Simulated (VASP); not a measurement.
# Sr2NiWO6 with r2SCAN: from relaxation to properties, part 4 of 7

Wanted: the relaxed cell of Sr2NiWO6 and its properties. The start is a cell from a database of measured crystal structures.

VASP 6.6.1, plane waves and PAW; the level of theory is named at each step.

Still holding for the runs below: The magnetic state follows from one typed start and may not be the lowest. Experiment finds antiferromagnetic order in this phase (a transition is listed at 56 K, arxiv:2303.14370), so this ferromagnetic run describes another state. The valence top and the conduction bottom belong to opposite spins.

So far, gap on the k-mesh (eV): step 3 (relaxing cell and atoms (r2SCAN)) 2.18.

## (5) Bands along the symmetry lines (r2SCAN)

This step: r2SCAN, spin-polarised from a ferromagnetic start; plane waves and PAW (Sr_sv, Ni, W, O) (VASP 6.6.1).

Levels along the symmetry lines show where the bands peak and cross; KPOINTS_OPT computes them in the converged potential.

File INCAR:

```
SYSTEM = Sr2NiWO6
PREC = Accurate
ENCUT = 520
EDIFF = 1E-06
NELM = 100
ISMEAR = 0
SIGMA = 0.05
LREAL = .FALSE.
ALGO = Normal
METAGGA = R2SCAN
LASPH = .TRUE.
NBANDS = 67
ISPIN = 2
MAGMOM = -0.002 -0.002 1.685 0.064 0.046 0.046 0.046 0.046 0.045 0.045
LMAXMIX = 4
LORBIT = 11
LWAVE = .FALSE.
LCHARG = .FALSE.
KPAR = 8
```

File POSCAR:

```
Sr2NiWO6
1.0
   -2.7750362826      2.7750388521      3.9742880162
    2.7750362826     -2.7750388521      3.9742880162
    2.7750388521      2.7750362826     -3.9742880162
Sr Ni W O
2 1 1 6
Direct
    0.7500000000      0.2500000000      0.5000000000
    0.2500000000      0.7500000000      0.5000000000
    0.0000000000      0.0000000000      0.0000000000
    0.5000000000      0.5000000000      0.0000000000
    0.2241369928      0.2914338586      0.5155708514
    0.2914338586      0.7758630072      0.0672968658
    0.7758630072      0.7085661414      0.4844291486
    0.7085661414      0.2241369928      0.9327031342
    0.2580131857      0.2580131857      0.0000000000
    0.7419868143      0.7419868143      0.0000000000
```

File KPOINTS:

```
Automatic mesh
0
Gamma
6 6 6
0 0 0
```

File KPOINTS_OPT:

```
Line mode
12
Line-mode
Reciprocal
  0.00000000   0.00000000   0.00000000 GAMMA
  0.50000000  -0.50000000   0.00000000 X

  0.50000000  -0.50000000   0.00000000 X
  0.50000000  -0.50000000   0.24377494 Y

  0.50000000  -0.50000000   0.24377494 Y
  0.37188747  -0.37188747   0.37188747 S

  0.37188747  -0.37188747   0.37188747 S
  0.00000000   0.00000000   0.00000000 GAMMA

  0.00000000   0.00000000   0.00000000 GAMMA
  0.50000000   0.50000000  -0.50000000 Z

  0.50000000   0.50000000  -0.50000000 Z
  0.62811253   0.37188747  -0.37188747 S1

  0.62811253   0.37188747  -0.37188747 S1
  0.50000000   0.00000000   0.00000000 N

  0.50000000   0.00000000   0.00000000 N
  0.75000000  -0.25000000  -0.25000000 P

  0.75000000  -0.25000000  -0.25000000 P
  0.75622506   0.24377494  -0.50000000 Y1

  0.75622506   0.24377494  -0.50000000 Y1
  0.50000000   0.50000000  -0.50000000 Z

  0.50000000  -0.50000000   0.00000000 X
  0.75000000  -0.25000000  -0.25000000 P
```

The projector-augmented-wave data sets are Sr_sv, Ni, W and O (PBE family, release 64).

The run is started by

```console
$ mpirun -np 8 vasp_std
```

The program printed:

```text
[... set-up lines as in an earlier step ...]
 entering main loop
       N       E                     dE             d eps       ncg     rms          rms(c)
DAV:   1     0.514170730884E+03    0.51417E+03   -0.33512E+04  9648   0.112E+03
DAV:   2    -0.122233234082E+03   -0.63640E+03   -0.58224E+03 10409   0.326E+02
DAV:   3    -0.187271161774E+03   -0.65038E+02   -0.61908E+02 11906   0.106E+02
DAV:   4    -0.190690774485E+03   -0.34196E+01   -0.33548E+01 15168   0.188E+01
DAV:   5    -0.190749744703E+03   -0.58970E-01   -0.58915E-01 12549   0.251E+00    0.609E+01
DAV:   6    -0.156911462524E+03    0.33838E+02   -0.72304E+01 13763   0.520E+01    0.371E+01
DAV:   7    -0.155128766129E+03    0.17827E+01   -0.16465E+01 12169   0.580E+01    0.208E+01
DAV:   8    -0.155592942547E+03   -0.46418E+00   -0.34999E+00 13276   0.920E+00    0.133E+01
DAV:   9    -0.155616951071E+03   -0.24009E-01   -0.31360E-01 13601   0.403E+00    0.316E+00
DAV:  10    -0.155619795116E+03   -0.28440E-02   -0.90663E-02 13229   0.292E+00    0.128E+00
DAV:  11    -0.155623129575E+03   -0.33345E-02   -0.14288E-02 13523   0.105E+00    0.722E-01
DAV:  12    -0.155623271642E+03   -0.14207E-03   -0.16432E-03 11854   0.261E-01    0.361E-01
DAV:  13    -0.155623578455E+03   -0.30681E-03   -0.50031E-04 12235   0.225E-01    0.100E-01
DAV:  14    -0.155623604263E+03   -0.25808E-04   -0.98118E-05 12137   0.538E-02    0.347E-02
DAV:  15    -0.155623606248E+03   -0.19848E-05   -0.63686E-06 12816   0.185E-02    0.113E-02
DAV:  16    -0.155623604832E+03    0.14154E-05   -0.20208E-06  9347   0.159E-02    0.560E-03
DAV:  17    -0.155623604389E+03    0.44303E-06   -0.69941E-07  5654   0.587E-03
   1 F= -.15562360E+03 E0= -.15562360E+03  d E =-.466392E-19  mag=     2.0000
 Start KPOINTS_OPT (optional k-point list driver)
k-point batch [1-36\132]
       N       E                     dE             ncg
DAV:   1     0.953630708484E+04   -0.47765E+05     9648
DAV:   2    -0.126424275034E+05   -0.22179E+05    10512
DAV:   3    -0.149447682448E+05   -0.23023E+04    11897
DAV:   4    -0.150478715521E+05   -0.10310E+03    13752
DAV:   5    -0.150500137898E+05   -0.21422E+01    12973
DAV:   6    -0.150500411279E+05   -0.27338E-01    12866
DAV:   7    -0.150500417168E+05   -0.58885E-03    13157
DAV:   8    -0.150500417233E+05   -0.65191E-05     9870
DAV:   9    -0.150500417235E+05   -0.24588E-06     8034
[...]
k-point batch [109-132\132]
       N       E                     dE             ncg
DAV:   1     0.295742051927E+05   -0.39273E+05     6432
DAV:   2     0.147750463220E+05   -0.14799E+05     6960
DAV:   3     0.132351884583E+05   -0.15399E+04     8020
DAV:   4     0.131674244656E+05   -0.67764E+02     9213
DAV:   5     0.131659451272E+05   -0.14793E+01     8658
DAV:   6     0.131659267842E+05   -0.18343E-01     8527
DAV:   7     0.131659263381E+05   -0.44614E-03     8767
DAV:   8     0.131659263335E+05   -0.45316E-05     6634
DAV:   9     0.131659263334E+05   -0.14942E-06     5321
```

Elapsed: 17 min, on 8 MPI ranks of Intel Xeon Platinum 8259CL at 2.50GHz (Skylake/Cascade Lake), shared host; peak memory 7.6 GiB.

OUTCAR, selected parts (step 5):

```text
The static configuration has the point symmetry C_4h.

 Found     36 irreducible k-points:

   k-points           NKPTS =     36   k-points in BZ     NKDIM =     36   number of bands    NBANDS=     67

   NELECT =      72.0000    total number of electrons

 E-fermi :   4.0436

 spin component 1
 k-point     1 :       0.0000    0.0000    0.0000
  band No.  band energies     occupation
    ...
     33       2.2842      1.00000
     34       2.2842      1.00000
     35       2.6729      1.00000
     36       2.7729      1.00000
     37       2.7729      1.00000
     38       6.5373      0.00000
     39       6.5374      0.00000
     40       6.6470      0.00000
     41       8.9153      0.00000
     42       9.3606      0.00000
    ...

 k-point     2 :       0.1667    0.0000   -0.0000
  band No.  band energies     occupation
    ...
     33       2.4223      1.00000
     34       2.6209      1.00000
     35       2.6694      1.00000
     36       2.8711      1.00000
     37       2.9552      1.00000
     38       6.5534      0.00000
     39       6.5836      0.00000
     40       6.6758      0.00000
     41       9.2372      0.00000
     42       9.7182      0.00000
    ...

 k-point     3 :       0.3333    0.0000   -0.0000
  band No.  band energies     occupation
    ...
     33       2.4345      1.00000
     34       2.4892      1.00000
     35       2.5282      1.00000
     36       3.4670      1.00000
     37       3.4845      1.00000
     38       6.5446      0.00000
     39       6.6184      0.00000
     40       6.7376      0.00000
     41      10.0561      0.00000
     42      10.4796      0.00000
    ...

 k-point     4 :       0.5000    0.0000    0.0000
  band No.  band energies     occupation
    ...
     33       2.4009      1.00000
     34       2.5083      1.00000
     35       2.5974      1.00000
     36       3.6952      1.00000
     37       3.7421      1.00000
     38       6.5226      0.00000
     39       6.6176      0.00000
     40       6.7662      0.00000
     41      10.8752      0.00000
     42      10.8843      0.00000
    ...

  Total       -0.0139994     -0.0139994     -0.0704174     -0.0000037     -0.0000000     -0.0000000
  in kB       -0.1832159     -0.1832159     -0.9215811     -0.0000478     -0.0000000     -0.0000000
  external PRESSURE =      -0.4293376 kB  Pullay stress =       0.0000000 kB

 POSITION                                       TOTAL-FORCE (eV/Angst)
 -----------------------------------------------------------------------------------
      0.00000      2.77504      1.98714         0.000000      0.000000      0.000000
      2.77504     -0.00000      1.98714         0.000000      0.000000      0.000000
      0.00000      0.00000      0.00000         0.000000      0.000000      0.000000
      0.00000      0.00000      3.97429         0.000000      0.000000      0.000000
      1.61748      1.24398      0.00000         0.004487      0.002298      0.000000
      1.53106     -1.15756      3.97429        -0.002298      0.004487     -0.000000
      1.15756      1.53106      3.97429        -0.004487     -0.002298     -0.000000
      1.24398      3.93259      0.00000         0.002298     -0.004487     -0.000000
      0.00000      0.00000      2.05084         0.000000      0.000000      0.001732
      0.00000      0.00000      5.89774         0.000000      0.000000     -0.001732
 -----------------------------------------------------------------------------------
    total drift:                                0.000000      0.000000      0.000000

  FREE ENERGIE OF THE ION-ELECTRON SYSTEM (eV)
  ---------------------------------------------------
  free  energy   TOTEN  =      -155.6236043894 eV

  energy  without entropy=     -155.6236043894  energy(sigma->0) =     -155.62360439

[... 9 parts as in an earlier step ...]

[... 9 further parts left out ...]
```

Spin-orbit coupling is off here; it can split and shift levels that hold much weight on W by tenths of an eV or more.

This step gave:

```yaml
scf_cycles: 17
bands: 67
fermi_energy: 4.044 eV
pressure: -0.04293 GPa
least_gap_on_mesh_and_path: 2.178 eV
least_direct_gap_on_mesh_and_path: 2.317 eV
```

Spin up. Electronic bands along the path, in eV, zero at the valence-band top; v1 is the highest filled band, c1 the lowest empty one:

```
          point     v4     v3     v2     v1    c1    c2    c3    c4
              Γ  -1.46  -1.07  -0.97  -0.97  2.80  2.80  2.90  5.17
0.45 of the way  -1.08  -0.97  -0.95  -0.49  2.72  3.03  3.09  5.94
              X  -1.38  -1.04  -0.80  -0.56  2.63  3.38  3.45  6.14
0.55 of the way  -1.14  -1.03  -0.81  -0.57  2.71  3.25  3.45  6.36
              Y  -1.07  -0.96  -0.81  -0.54  2.94  3.00  3.45  6.61
0.45 of the way  -0.99  -0.97  -0.83  -0.55  2.87  3.09  3.43  6.56
              S  -1.03  -0.89  -0.86  -0.59  2.80  3.26  3.33  6.51
0.55 of the way  -1.14  -1.08  -1.06  -0.24  2.83  2.94  2.96  6.06
              Γ  -1.46  -1.07  -0.97  -0.97  2.80  2.80  2.90  5.17
0.55 of the way  -1.32  -0.95  -0.95  -0.37  2.78  3.12  3.12  6.04
              Z  -1.53  -0.93  -0.80  -0.80  2.70  3.47  3.47  6.03
0.45 of the way  -1.21  -0.96  -0.82  -0.81  2.73  3.42  3.44  6.14
             S1  -1.03  -0.89  -0.86  -0.59  2.80  3.26  3.33  6.51
0.55 of the way  -1.10  -1.01  -0.40  -0.14  2.85  3.00  3.10  7.08
              N  -1.23  -1.14  -0.05   0.00  2.78  2.88  3.02  7.13
0.55 of the way  -1.11  -0.94  -0.48  -0.32  2.91  2.94  3.25  6.98
              P  -1.04  -1.04  -0.64  -0.57  2.97  2.97  3.42  6.72
0.45 of the way  -1.17  -0.88  -0.73  -0.54  2.74  3.26  3.32  6.56
             Y1  -1.07  -0.96  -0.81  -0.54  2.94  3.00  3.45  6.61
0.45 of the way  -1.02  -0.89  -0.85  -0.81  2.79  3.26  3.46  6.32
              Z  -1.53  -0.93  -0.80  -0.80  2.70  3.47  3.47  6.03
      jump to X  -1.38  -1.04  -0.80  -0.56  2.63  3.38  3.45  6.14
0.55 of the way  -1.14  -0.91  -0.88  -0.57  2.73  3.27  3.40  6.42
              P  -1.04  -1.04  -0.64  -0.57  2.97  2.97  3.42  6.72
```

Of the projections kept (Sr, Ni, W, O), the largest for each band there, as a share of the weight inside these atoms' spheres; weight between the spheres isn't counted:

```
point       v4       v3       v2       v1      c1      c2      c3       c4
    Γ   O 0.95   O 0.76   O 0.94   O 0.94  W 0.69  W 0.69  W 0.69  Sr 0.93
    X  Ni 0.72   O 0.97  Ni 0.61  Ni 0.54  W 0.77  W 0.68  W 0.69   W 0.49
    Y  Ni 0.49  Ni 0.50  Ni 0.62  Ni 0.47  W 0.74  W 0.72  W 0.69   W 0.46
    S  Ni 0.48  Ni 0.60  Ni 0.60   O 0.47  W 0.75  W 0.71  W 0.70   W 0.47
    Γ   O 0.95   O 0.76   O 0.94   O 0.94  W 0.69  W 0.69  W 0.69  Sr 0.93
    Z  Ni 0.51   O 0.70  Ni 0.62  Ni 0.62  W 0.76  W 0.69  W 0.69   W 0.49
```

Spin down. Electronic bands along the path, in eV, zero at the valence-band top; v1 is the highest filled band, c1 the lowest empty one:

```
          point     v4     v3     v2     v1    c1    c2    c3    c4
              Γ  -1.21  -1.03  -0.79  -0.79  2.24  2.51  2.88  2.88
0.45 of the way  -1.00  -0.96  -0.41  -0.39  2.44  2.79  2.94  3.06
              X  -1.04  -0.97  -0.14  -0.13  2.45  2.70  2.88  3.47
0.55 of the way  -1.11  -0.74  -0.20  -0.14  2.61  2.76  2.92  3.38
              Y  -1.46  -0.44  -0.37  -0.15  2.62  2.91  2.96  3.26
0.45 of the way  -1.29  -0.52  -0.32  -0.16  2.61  2.87  3.11  3.21
              S  -1.18  -0.61  -0.23  -0.20  2.58  2.84  3.21  3.28
0.55 of the way  -1.14  -0.58  -0.58  -0.51  2.68  2.85  2.88  2.98
              Γ  -1.21  -1.03  -0.79  -0.79  2.24  2.51  2.88  2.88
0.55 of the way  -1.11  -1.02  -0.33  -0.33  2.21  3.14  3.15  3.15
              Z  -1.06  -1.00  -0.14  -0.14  2.18  2.83  3.08  3.49
0.45 of the way  -1.08  -0.85  -0.16  -0.15  2.28  2.83  3.11  3.44
             S1  -1.18  -0.61  -0.23  -0.20  2.58  2.84  3.21  3.28
0.55 of the way  -1.34  -0.48  -0.38  -0.33  2.82  2.98  3.11  3.19
              N  -1.35  -0.53  -0.45  -0.38  2.80  2.89  3.04  3.38
0.55 of the way  -1.50  -0.45  -0.43  -0.21  2.87  2.93  3.04  3.10
              P  -1.54  -0.42  -0.42  -0.13  2.79  2.85  2.99  2.99
0.45 of the way  -1.18  -0.67  -0.22  -0.17  2.76  2.78  2.94  3.29
             Y1  -1.46  -0.44  -0.37  -0.15  2.62  2.91  2.96  3.26
0.45 of the way  -1.15  -0.67  -0.23  -0.14  2.41  2.85  3.16  3.28
              Z  -1.06  -1.00  -0.14  -0.14  2.18  2.83  3.08  3.49
      jump to X  -1.04  -0.97  -0.14  -0.13  2.45  2.70  2.88  3.47
0.55 of the way  -1.14  -0.72  -0.22  -0.13  2.65  2.77  2.87  3.29
              P  -1.54  -0.42  -0.42  -0.13  2.79  2.85  2.99  2.99
```

Of the projections kept (Sr, Ni, W, O), the largest for each band there, as a share of the weight inside these atoms' spheres; weight between the spheres isn't counted:

```
point       v4       v3       v2       v1       c1       c2       c3      c4
    Γ   O 0.95  Ni 0.91   O 0.60   O 0.60  Ni 0.67  Ni 0.85   W 0.66  W 0.66
    X  Ni 0.89   O 0.94  Ni 0.74  Ni 0.74  Ni 0.81   W 0.74  Ni 0.82  W 0.69
    Y   O 0.87  Ni 0.77  Ni 0.76  Ni 0.75  Ni 0.64  Ni 0.71   W 0.73  W 0.40
    S   O 0.95  Ni 0.83  Ni 0.75  Ni 0.75   W 0.48  Ni 0.85  Ni 0.54  W 0.71
    Γ   O 0.95  Ni 0.91   O 0.60   O 0.60  Ni 0.67  Ni 0.85   W 0.66  W 0.66
    Z   O 0.95  Ni 0.92  Ni 0.74  Ni 0.74  Ni 0.58  Ni 0.86   W 0.46  W 0.69
```

The path finds the gap of the mesh within 0.02 eV, so the mesh comes close to both band edges.

(Part 4 of 7 ends here.)

[Lines on the potential files, build, host, timing and source positions are cut from VASP's logs without a mark.]

[Logs are printed without paths, hosts, clocks, repeated set-up lines and the standing remarks that a program may print on its own settings, such as how far it seeks lower states.]

[Hosts, paths, dates, database ids (printed as entryN), source tags and the programs' standing remarks are cut or masked in the printed files.]

[A measured line is paired with the nearest computed mode of its activity, which favours agreement.]

[In band tables of VASP the shares of atoms and orbitals are scaled to a sum of 1 inside the atoms' spheres.]
